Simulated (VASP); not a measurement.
The system is Bi3SbO3.

```xyz
7
Lattice="4.0000 0.0000 0.0000 -2.0000 3.4641 0.0000 0.0000 0.0000 10.8000" Properties=species:S:1:pos:R:3 pbc="T T T"
Sb    0.0000    0.0000    6.3180
Bi    0.0000    0.0000    9.2988
Bi    2.0000    1.1547    1.5012
Bi    0.0000    2.3094    4.4820
O     2.0000    1.1547    8.6292
O     0.0000    0.0000    2.1708
O     0.0000    2.3094    0.0000
```

The cell was built by a generator and needn't be a form met in nature.

```yaml
Program: VASP 6.6.1
Task: relaxation of cell and atoms
Functional: PBE
Potentials_or_basis: VASP PAW PBE potentials, release 64 (Sb, Bi_d, O)
Cutoff: 520 eV
k_mesh: 4 × 4 × 2
Occupations: gaussian, width 0.15 eV
Spin: no spin polarisation
```

At the start: pressure -2.9 GPa; volume 21.38 Å³/atom.

Question: Where does the relaxation end?

Answer: Over 14 steps the energy falls by 62.0 meV/atom and the volume is 21.06 Å³/atom (-1.5 %); space group P3m1 (No. 156, to 0.05 Å).

Step by step:
```tsv
step	energy change (eV)	largest force (eV/Å)	pressure (GPa)	volume (Å³)
1	0.0000	0.9210	-2.91	149.65
2	-0.2215	0.7495	2.80	141.31
3	-0.2217	0.8180	2.78	141.47
4	-0.3887	0.2354	1.28	143.81
5	-0.4010	0.3456	0.91	144.56
6	-0.4011	0.3687	0.73	144.66
7	-0.4215	0.1922	-0.22	146.94
8	-0.4247	0.1691	-0.45	148.08
9	-0.4178	0.1698	-1.51	150.37
10	-0.4247	0.1726	-0.92	148.58
11	-0.4319	0.2183	0.00	147.89
12	-0.4322	0.1245	-0.07	148.03
13	-0.4322	0.2046	-0.19	147.99
14	-0.4342	0.0368	0.29	147.43
```

Final structure:
```
CELL_PARAMETERS angstrom
3.80645 0.00000 0.00000
-1.90323 3.29648 0.00000
0.00000 0.00000 11.74966
ATOMIC_POSITIONS crystal
Sb 0.00000 0.00000 0.58027
Bi 0.00000 0.00000 0.86784
Bi 0.66667 0.33333 0.12584
Bi 0.33333 0.66667 0.41663
O 0.66667 0.33333 0.79939
O 0.00000 0.00000 0.20597
O 0.33333 0.66667 0.00406
```

Caveat: the k mesh is coarse (spacing up to 0.45 Å⁻¹), so the values aren't converged; the relaxation stopped at a loose force limit of 0.08 eV/Å, so its end isn't a converged minimum.
